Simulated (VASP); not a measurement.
# Sc3As (P6_3/mmc) in VASP: equation of state

Aim: energy against volume of Sc3As in PBE, for its equilibrium volume and stiffness.

Everything below comes from runs of VASP 6.6.1. Logs are shortened: lines on timing, memory, paths and dates and some standing lists are left out, and cuts for length are marked.

## (1) The crystal as given

The structure is hexagonal, space group P6_3/mmc (No. 194). Conventional cell: a = 6.146 Å, b = 6.146 Å, c = 4.924 Å, α = 90.00°, β = 90.00°, γ = 120.00°. As (site symmetry -6m2) is surrounded by 12 Sc at 3.01 to 3.07 Å. Sc (site symmetry mm2) is surrounded by 8 Sc at 2.99 to 3.16 Å and 4 As at 3.01 to 3.07 Å.

The cell comes from a database or a generator and needn't be the stable form of this composition.

## (2) Equation of state, PBE, 18.93 Å³/atom (volume scaled by 0.94)

Input file INCAR:

```
PREC = Accurate ; ENCUT = 520
EDIFF = 1E-7 ; ISMEAR = -1
SIGMA = 0.05 ; LREAL = F
LASPH = T ; NELM = 100
ALGO = Normal ; ISIF = 2
LWAVE = F ; LCHARG = F
GGA = PE ; NBANDS = 48
```

Input file KPOINTS:

```
regular mesh
0
Gamma
  5 5 6
```

Input file POSCAR:

```
Sc3As
1.0
    6.0209555759      0.0000000000      0.0000000000
   -3.0104777880      5.2143004838      0.0000000000
    0.0000000000      0.0000000000      4.8236553861
As Sc
2 6
Direct
    0.3333333333      0.6666666667      0.7500000000
    0.6666666667      0.3333333333      0.2500000000
    0.1711570050      0.3423140100      0.2500000000
    0.1711570050      0.8288429950      0.2500000000
    0.6576859900      0.8288429950      0.2500000000
    0.8288429950      0.6576859900      0.7500000000
    0.8288429950      0.1711570050      0.7500000000
    0.3423140100      0.1711570050      0.7500000000
```

Potentials or basis: VASP PAW PBE potentials, release 64 (As, Sc_sv).

Launch:

```
cat potpaw_PBE.64/As/POTCAR potpaw_PBE.64/Sc_sv/POTCAR > POTCAR
mpirun -np 1 vasp_std > vasp.out
```

OUTCAR:

```text
PREC = Accurate
   ENCUT = 520
   EDIFF = 1E-7
   ISMEAR = -1
   LREAL = F
   LASPH = T
   NELM = 100
   ISIF = 2
   GGA = PE

 Found     20 irreducible k-points:

 Following reciprocal coordinates:
            Coordinates               Weight
  0.000000  0.000000  0.000000      1.000000
  0.200000  0.000000  0.000000      6.000000
  0.400000  0.000000  0.000000      6.000000
  0.200000  0.200000  0.000000      6.000000
  0.400000  0.200000  0.000000      6.000000
  0.000000  0.000000  0.166667      2.000000
   k-points           NKPTS =     20   k-points in BZ     NKDIM =     20   number of bands    NBANDS=     48
   number of dos      NEDOS =    301   number of ions     NIONS =      8
   total plane-waves  NPLWV =  82944
   dimension x,y,z NGX =    48 NGY =   48 NGZ =   36
   dimension x,y,z NGXF=    96 NGYF=   96 NGZF=   72
   ions per type =               2   6
   NGX,Y,Z   is equivalent  to a cutoff of  13.25, 13.25, 12.41 a.u.
   NGXF,Y,Z  is equivalent  to a cutoff of  26.51, 26.51, 24.81 a.u.
 SYSTEM =  unknown system
   PREC   = accura    normal or accurate (medium, high low for compatibility)
   ISTART =      0    job   : 0-new  1-cont  2-samecut
   ICHARG =      2    charge: 1-file 2-atom 10-const
   ISPIN  =      1    spin polarized calculation?
   LNONCOLLINEAR =      F non collinear calculations
   LSORBIT =      F    spin-orbit coupling
   LASPH  =      T    aspherical Exc in radial PAW
   ENCUT  =  520.0 eV  38.22 Ry    6.18 a.u.  11.19 11.19  8.97*2*pi/ulx,y,z
   NELM   =    100;   NELMIN=  2; NELMDL= -5     # of ELM steps
   EDIFF  = 0.1E-06   stopping-criterion for ELM
   LREAL  =      F    real-space projection
   EDIFFG = 0.1E-05   stopping-criterion for IOM
   NSW    =      0    number of steps for IOM
   IBRION =     -1    ionic relax: 0-MD 1-quasi-New 2-CG
   NFREE  =      0    steps in history (QN), initial steepest desc. (CG)
   ISIF   =      2    stress and relaxation
   ISYM   =      2    0-nonsym 1-usesym 2-fastsym
   POTIM  = 0.5000    time-step for ionic-motion
   TEBEG  =    0.0;   TEEND  =   0.0 temperature during run
   PSTRESS=    0.0 pullay stress
   NELECT =      76.0000    total number of electrons
   NUPDOWN=      -1.0000    fix difference up-down
   EMIN   =  10.00;   EMAX   =-10.00  energy-range for DOS
   EFERMI =   0.00;   METHOD = LEGACY
   ISMEAR =    -1;   SIGMA  =   0.05  broadening in eV -4-tet -1-fermi 0-gaus
   EFERMI_NEDOS =   21; number of points for ismear=-14 and -15
   IALGO  =     38    algorithm
   IMIX   =      4    mixing-type and parameters
     AMIX     =   0.40;   BMIX     =  1.00
     AMIX_MAG =   1.60;   BMIX_MAG =  1.00
  volume/ion in A,a.u.               =      18.93       127.75
  Fermi-wavevector in a.u.,A,eV,Ry     =   1.300968  2.458474 23.028119  1.692519
  Thomas-Fermi vector in A             =   2.432133
   LORBIT       =      0    0 simple, 1 ext, 2 COOP (PROOUT), +10 PAW based schemes
   GGA     = PE    functional components
   LHFCALC =     F    Hartree Fock is set to
   AEXX    =    0.0000 exact exchange contribution
   IVDW    =     0    specifies the selected vdW correction
   LEPSILON=     F    determine dielectric tensor
   LRPA    =     F    only Hartree local field effects (RPA)
 non-spin polarized calculation
  energy-cutoff  :      520.00
  volume of cell :      151.44
 maximum number of plane-waves:      4134
 NGX is ok and might be reduce to    48
   NGX = 23   NGY = 23   NGZ = 17

 number of electron      76.0000019 magnetization

 Free energy of the ion-electron system (eV)
  ---------------------------------------------------
  ext. energy  EPLUGINS =         0.00000000
  ---------------------------------------------------
  free energy    TOTEN  =       -50.60541820 eV

  energy without entropy =      -50.50127537  energy(sigma->0) =      -50.55334679

 E-fermi :   6.0276     XC(G=0): -10.9063

 val. band max:        6.0192370686   @ k =   0.4000   0.0000   0.1667
 cond. band min:       6.0300125527   @ k =   0.2000   0.2000   0.3333
 fundamental gap:      0.0107754841
 Fermi energy:         6.0275585996

 k-point     1 :       0.0000    0.0000    0.0000
  band No.  band energies     occupation
      1     -43.2058      2.00000
      2     -43.0927      2.00000
      3     -43.0913      2.00000
      4     -43.0913      2.00000
      5     -43.0374      2.00000
      6     -43.0374      2.00000
[... 40 lines left out ...]
     47       8.1377      0.00000
     48       8.3659      0.00000

 k-point     2 :       0.2000    0.0000    0.0000
  band No.  band energies     occupation
      1     -43.1962      2.00000
      2     -43.1043      2.00000
      3     -43.0916      2.00000
      4     -43.0891      2.00000
      5     -43.0379      2.00000
      6     -43.0372      2.00000
[... 40 lines left out ...]
     47       8.2685      0.00000
     48       8.4273      0.00000

 k-point     3 :       0.4000    0.0000    0.0000
  band No.  band energies     occupation
      1     -43.1708      2.00000
      2     -43.1337      2.00000
      3     -43.0921      2.00000
      4     -43.0829      2.00000
      5     -43.0404      2.00000
      6     -43.0367      2.00000
[... 40 lines left out ...]
     47       7.7846      0.00000
     48       8.2238      0.00000

 k-point     4 :       0.2000    0.2000    0.0000
  band No.  band energies     occupation
      1     -43.1785      2.00000
      2     -43.1158      2.00000
      3     -43.1106      2.00000
      4     -43.0739      2.00000
      5     -43.0402      2.00000
      6     -43.0376      2.00000
[... 40 lines left out ...]
     47       8.1394      0.00000
     48       8.3466      0.00000

 k-point     5 :       0.4000    0.2000    0.0000
  band No.  band energies     occupation
      1     -43.1546      2.00000
      2     -43.1403      2.00000
      3     -43.1156      2.00000
      4     -43.0637      2.00000
      5     -43.0450      2.00000
      6     -43.0376      2.00000
[... 40 lines left out ...]
     47       7.5796      0.00000
     48       8.0916      0.00000

 k-point     6 :       0.0000    0.0000    0.1667
  band No.  band energies     occupation
      1     -43.1983      2.00000
      2     -43.1003      2.00000
      3     -43.0876      2.00000
      4     -43.0876      2.00000
      5     -43.0410      2.00000
      6     -43.0410      2.00000
[... 40 lines left out ...]
     47       8.1229      0.00000
     48       8.5255      0.00000

 [... further k-points ...]

------------------------ aborting loop because EDIFF is reached ----------------------------------------

  FORCE on cell =-STRESS in cart. coord.  units (eV):
  Direction    XX          YY          ZZ          XY          YZ          ZX
  --------------------------------------------------------------------------------------
  -------------------------------------------------------------------------------------
  Total        5.5951257      5.5951257      4.1501728     -0.0000000      0.0000000      0.0000000
  in kB       59.1946800     59.1946800     43.9075303     -0.0000000      0.0000000      0.0000000
  external PRESSURE =      54.0989635 kB  Pullay stress =       0.0000000 kB

 VOLUME and BASIS-vectors are now :
 -----------------------------------------------------------------------------
  energy-cutoff  :      520.00
  volume of cell :      151.44
      direct lattice vectors                 reciprocal lattice vectors
     6.020955576  0.000000000  0.000000000     0.166086593  0.095890139  0.000000000
    -3.010477788  5.214300484  0.000000000     0.000000000  0.191780279  0.000000000
     0.000000000  0.000000000  4.823655386     0.000000000  0.000000000  0.207311659

 POSITION                                       TOTAL-FORCE (eV/Angst)
 -----------------------------------------------------------------------------------
     -0.00000      3.47620      3.61774         0.000000      0.000000      0.000000
      3.01048      1.73810      1.20591         0.000000      0.000000      0.000000
     -0.00000      1.78493      1.20591        -0.000000      0.021470      0.000000
     -1.46468      4.32184      1.20591         0.018593     -0.010735      0.000000
      1.46468      4.32184      1.20591        -0.018593     -0.010735     -0.000000
      3.01048      3.42937      3.61774         0.000000     -0.021470     -0.000000
      4.47516      0.89246      3.61774        -0.018593      0.010735     -0.000000
      1.54579      0.89246      3.61774         0.018593      0.010735     -0.000000
 -----------------------------------------------------------------------------------
    total drift:                               -0.000000      0.000000     -0.000000

  FREE ENERGIE OF THE ION-ELECTRON SYSTEM (eV)
  ---------------------------------------------------
  free  energy   TOTEN  =       -50.6054181964 eV

  energy  without entropy=      -50.5012753740  energy(sigma->0) =      -50.55334679
```

OSZICAR:

```text
N       E                     dE             d eps       ncg     rms          rms(c)
DAV:   1     0.155941919688E+04    0.15594E+04   -0.33239E+04  1928   0.170E+03
DAV:   2     0.103501468458E+03   -0.14559E+04   -0.14367E+04  2672   0.768E+02
DAV:   3    -0.447961245090E+02   -0.14830E+03   -0.14383E+03  3096   0.319E+02
DAV:   4    -0.541252947506E+02   -0.93292E+01   -0.88083E+01  3176   0.663E+01
DAV:   5    -0.544731988554E+02   -0.34790E+00   -0.34011E+00  3160   0.147E+01    0.173E+01
DAV:   6    -0.509544228346E+02    0.35188E+01   -0.11418E+01  2712   0.240E+01    0.585E+00
DAV:   7    -0.506535527773E+02    0.30087E+00   -0.11770E+00  2672   0.844E+00    0.183E+00
DAV:   8    -0.506072430557E+02    0.46310E-01   -0.12958E-01  3040   0.211E+00    0.436E-01
DAV:   9    -0.506059043580E+02    0.13387E-02   -0.29576E-02  3088   0.119E+00    0.261E-01
DAV:  10    -0.506053895402E+02    0.51482E-03   -0.40182E-03  2728   0.533E-01    0.784E-02
DAV:  11    -0.506054520348E+02   -0.62495E-04   -0.49119E-04  3168   0.160E-01    0.427E-02
DAV:  12    -0.506054198937E+02    0.32141E-04   -0.16777E-04  2808   0.898E-02    0.815E-03
DAV:  13    -0.506054179622E+02    0.19314E-05   -0.79194E-06  3048   0.218E-02    0.141E-03
DAV:  14    -0.506054181501E+02   -0.18786E-06   -0.29269E-07  2032   0.421E-03    0.615E-04
DAV:  15    -0.506054181964E+02   -0.46328E-07   -0.29524E-08  1440   0.219E-03
   1 F= -.50605418E+02 E0= -.50553347E+02  d E =-.104143E+00
```

stdout:

```text
POSCAR found type information on POSCAR AsSc
 POSCAR found :  2 types and       8 ions
 scaLAPACK will be used
 LDA part: xc-table for (Slater+PW92), standard interpolation
 POSCAR, INCAR and KPOINTS ok, starting setup
 FFT: planning ... GRIDC
 FFT: planning ... GRID_SOFT
 FFT: planning ... GRID
 WAVECAR not read
 entering main loop
```

Run time: 3 min. Hardware: 1 thread of Intel Xeon Platinum 8259CL at 2.50GHz (Skylake/Cascade Lake), shared host; peak memory 0.33 GiB.

Results:

```
Free energy            : -50.6054 eV
Pressure               : 5.4 GPa
Largest force          : 0.021 eV/Å
Band gap on the k mesh : none (metal or under the smearing width)
```

## (3) Equation of state, PBE, 19.33 Å³/atom (volume scaled by 0.96)

Input file INCAR:

```
  ALGO = Normal
  EDIFF = 1E-7
  ENCUT = 520
  GGA = PE
  ISIF = 2
  ISMEAR = -1
  LASPH = T
  LCHARG = F
  LREAL = F
  LWAVE = F
  NBANDS = 48
  NELM = 60
  PREC = Accurate
  SIGMA = 0.05
```

Input file KPOINTS:

```
k-points
0
Gamma
  5 5 6
```

Edit POSCAR of step 2 so:

```diff
@@ -2,5 +2,5 @@
 1.0
-    6.0209555759      0.0000000000      0.0000000000
-   -3.0104777880      5.2143004838      0.0000000000
-    0.0000000000      0.0000000000      4.8236553861
+    6.0633580685      0.0000000000      0.0000000000
+   -3.0316790343      5.2510221196      0.0000000000
+    0.0000000000      0.0000000000      4.8576259094
 As Sc
```

Potentials or basis: VASP PAW PBE potentials, release 64 (As, Sc_sv).

Launch:

```
cat potpaw_PBE.64/As/POTCAR potpaw_PBE.64/Sc_sv/POTCAR > POTCAR
mpirun -np 1 vasp_std > vasp.out
```

It took 3.6 min on 1 thread of Intel Xeon Platinum 8259CL at 2.50GHz (Skylake/Cascade Lake), shared host; peak memory 0.33 GiB.

It converged, with:

| Property | Result |
| --- | --- |
| Free energy | -50.6964 eV |
| Pressure | 3.5 GPa |
| Largest force | 0.011 eV/Å |
| Band gap on the k mesh | none (metal or under the smearing width) |

## (4) Equation of state, PBE, 19.74 Å³/atom (volume scaled by 0.98)

Input file INCAR:

```
PREC = Accurate ; ENCUT = 520
EDIFF = 1E-7 ; ISMEAR = -1
SIGMA = 0.05 ; LREAL = False
LASPH = True ; NELM = 60
ALGO = Normal ; ISIF = 2
LWAVE = False ; LCHARG = False
GGA = PE ; NBANDS = 48
```

Input file KPOINTS:

```
Automatic mesh
0
Gamma
  5 5 6
```

Edit POSCAR of step 3 so:

```diff
@@ -2,5 +2,5 @@
 1.0
-    6.0633580685      0.0000000000      0.0000000000
-   -3.0316790343      5.2510221196      0.0000000000
-    0.0000000000      0.0000000000      4.8576259094
+    6.1051756525      0.0000000000      0.0000000000
+   -3.0525878263      5.2872372097      0.0000000000
+    0.0000000000      0.0000000000      4.8911278364
 As Sc
```

Launch:

```
cat potpaw_PBE.64/As/POTCAR potpaw_PBE.64/Sc_sv/POTCAR > POTCAR
mpirun -np 1 vasp_std > vasp.out
```

Run time: 4 min. Hardware: 1 thread of Intel Xeon Platinum 8259CL at 2.50GHz (Skylake/Cascade Lake), shared host; peak memory 0.33 GiB.

The run converged. Its results:

```
Free energy            : -50.7512 eV
Pressure               : 1.8 GPa
Band gap on the k mesh : none (metal or under the smearing width)
```

## (5) Equation of state, PBE, 20.54 Å³/atom (volume scaled by 1.02)

Input file INCAR:

```
PREC = Accurate
ENCUT = 520
EDIFF = 1E-7
ISMEAR = -1
SIGMA = 0.05
LREAL = False
LASPH = True
NELM = 60
ALGO = Normal
ISIF = 2
LWAVE = False
LCHARG = False
GGA = PE
NBANDS = 48
```

KPOINTS is that of step 4.

Edit POSCAR of step 4 so:

```diff
@@ -2,5 +2,5 @@
 1.0
-    6.1051756525      0.0000000000      0.0000000000
-   -3.0525878263      5.2872372097      0.0000000000
-    0.0000000000      0.0000000000      4.8911278364
+    6.1871340988      0.0000000000      0.0000000000
+   -3.0935670494      5.3582153062      0.0000000000
+    0.0000000000      0.0000000000      4.9567883941
 As Sc
```

Launch:

```
cat potpaw_PBE.64/As/POTCAR potpaw_PBE.64/Sc_sv/POTCAR > POTCAR
mpirun -np 1 vasp_std > vasp.out
```

Wall time 3 min (1 thread of Intel Xeon Platinum 8259CL at 2.50GHz (Skylake/Cascade Lake), shared host); peak memory 0.35 GiB.

The run converged. Its results:

```
Free energy            : -50.7662 eV
Pressure               : -1.1 GPa
Largest force          : 0.014 eV/Å
Band gap on the k mesh : none (metal or under the smearing width)
```

## (6) Equation of state, PBE, 20.94 Å³/atom (volume scaled by 1.04)

Edit INCAR of step 5 so:

```diff
@@ -7,3 +7,3 @@
 LASPH = True
-NELM = 60
+NELM = 100
 ALGO = Normal
```

Input file KPOINTS:

```
regular mesh
0
Gamma
  5 5 6
```

Edit POSCAR of step 5 so:

```diff
@@ -2,5 +2,5 @@
 1.0
-    6.1871340988      0.0000000000      0.0000000000
-   -3.0935670494      5.3582153062      0.0000000000
-    0.0000000000      0.0000000000      4.9567883941
+    6.2273114200      0.0000000000      0.0000000000
+   -3.1136557100      5.3930098870      0.0000000000
+    0.0000000000      0.0000000000      4.9889762336
 As Sc
```

Potentials or basis: VASP PAW PBE potentials, release 64 (As, Sc_sv).

Launch:

```
cat potpaw_PBE.64/As/POTCAR potpaw_PBE.64/Sc_sv/POTCAR > POTCAR
mpirun -np 1 vasp_std > vasp.out
```

OUTCAR:

```text
PREC = Accurate
   ENCUT = 520
   EDIFF = 1E-7
   ISMEAR = -1
   LREAL = False
   LASPH = True
   NELM = 100
   ISIF = 2
   GGA = PE

 Found     20 irreducible k-points:

 Following reciprocal coordinates:
            Coordinates               Weight
  0.000000  0.000000  0.000000      1.000000
  0.200000  0.000000  0.000000      6.000000
  0.400000  0.000000  0.000000      6.000000
  0.200000  0.200000  0.000000      6.000000
  0.400000  0.200000  0.000000      6.000000
  0.000000  0.000000  0.166667      2.000000
   k-points           NKPTS =     20   k-points in BZ     NKDIM =     20   number of bands    NBANDS=     48
[... 387 lines left out ...]
  Total       -2.0024526     -2.0024526     -3.4203465      0.0000000      0.0000000      0.0000000
  in kB      -19.1482725    -19.1482725    -32.7067545      0.0000000      0.0000000      0.0000000
  external PRESSURE =     -23.6677665 kB  Pullay stress =       0.0000000 kB

 VOLUME and BASIS-vectors are now :
 -----------------------------------------------------------------------------
  energy-cutoff  :      520.00
  volume of cell :      167.55
      direct lattice vectors                 reciprocal lattice vectors
     6.227311420  0.000000000  0.000000000     0.160582944  0.092712606  0.000000000
    -3.113655710  5.393009887  0.000000000     0.000000000  0.185425212  0.000000000
     0.000000000  0.000000000  4.988976234     0.000000000  0.000000000  0.200441925

 POSITION                                       TOTAL-FORCE (eV/Angst)
 -----------------------------------------------------------------------------------
     -0.00000      3.59534      3.74173         0.000000     -0.000000     -0.000000
      3.11366      1.79767      1.24724         0.000000      0.000000      0.000000
     -0.00000      1.84610      1.24724         0.000000     -0.022103      0.000000
     -1.51488      4.46996      1.24724        -0.019142      0.011052      0.000000
      1.51488      4.46996      1.24724         0.019142      0.011052      0.000000
      3.11366      3.54691      3.74173         0.000000      0.022103     -0.000000
      4.62854      0.92305      3.74173         0.019142     -0.011052     -0.000000
      1.59877      0.92305      3.74173        -0.019142     -0.011052     -0.000000
 -----------------------------------------------------------------------------------
    total drift:                               -0.000000      0.000000     -0.000000

  FREE ENERGIE OF THE ION-ELECTRON SYSTEM (eV)
  ---------------------------------------------------
  free  energy   TOTEN  =       -50.7322709765 eV

  energy  without entropy=      -50.6279031793  energy(sigma->0) =      -50.68008708
```

Run time: 3.6 min. Hardware: 1 thread of Intel Xeon Platinum 8259CL at 2.50GHz (Skylake/Cascade Lake), shared host; peak memory 0.35 GiB.

Results:

```
Free energy            : -50.7323 eV
Pressure               : -2.4 GPa
Largest force          : 0.022 eV/Å
Band gap on the k mesh : none (metal or under the smearing width)
```

## (7) Equation of state, PBE, 21.35 Å³/atom (volume scaled by 1.06)

Input file INCAR:

```
SYSTEM = Sc3As
PREC = Accurate
ENCUT = 520
EDIFF = 1E-7
ISMEAR = -1
SIGMA = 0.05
LREAL = .False.
LASPH = .True.
NELM = 60
ALGO = Normal
ISIF = 2
LWAVE = .False.
LCHARG = .False.
GGA = PE
NBANDS = 48
```

Input file KPOINTS:

```
Automatic mesh
0
Gamma
  5 5 6
  0 0 0
```

Edit POSCAR of step 6 so:

```diff
@@ -2,5 +2,5 @@
 1.0
-    6.2273114200      0.0000000000      0.0000000000
-   -3.1136557100      5.3930098870      0.0000000000
-    0.0000000000      0.0000000000      4.9889762336
+    6.2669768934      0.0000000000      0.0000000000
+   -3.1334884467      5.4273611946      0.0000000000
+    0.0000000000      0.0000000000      5.0207540091
 As Sc
```

Launch:

```
cat potpaw_PBE.64/As/POTCAR potpaw_PBE.64/Sc_sv/POTCAR > POTCAR
mpirun -np 1 vasp_std > vasp.out
```

It took 4 min on 1 thread of Intel Xeon Platinum 8259CL at 2.50GHz (Skylake/Cascade Lake), shared host; peak memory 0.36 GiB.

The run converged. Its results:

```
Free energy            : -50.6743 eV
Pressure               : -3.5 GPa
Largest force          : 0.030 eV/Å
Band gap on the k mesh : none (metal or under the smearing width)
```

## (8) Equation of state, PBE

Potentials or basis: VASP PAW PBE potentials, release 64 (As, Sc_sv).

This step only gathers the single runs of the series.

What came out:

```yaml
Equilibrium_volume: 20.23 Å³/atom
Bulk_modulus_at_fixed_shape_and_positions: 72 GPa
Pressure_derivative_of_the_bulk_modulus: 4.1
```

Energy against volume, from the lowest point:
```tsv
volume (Å³/atom)	energy (meV/atom)
18.930	21.00
19.333	9.63
19.735	2.78
20.138	0.00
20.541	0.91
20.944	5.15
21.346	12.39
```

Caveat: the cell was scaled at fixed shape and fractional positions, which overstates the stiffness of a crystal with free parameters, most of all of layers and chains.
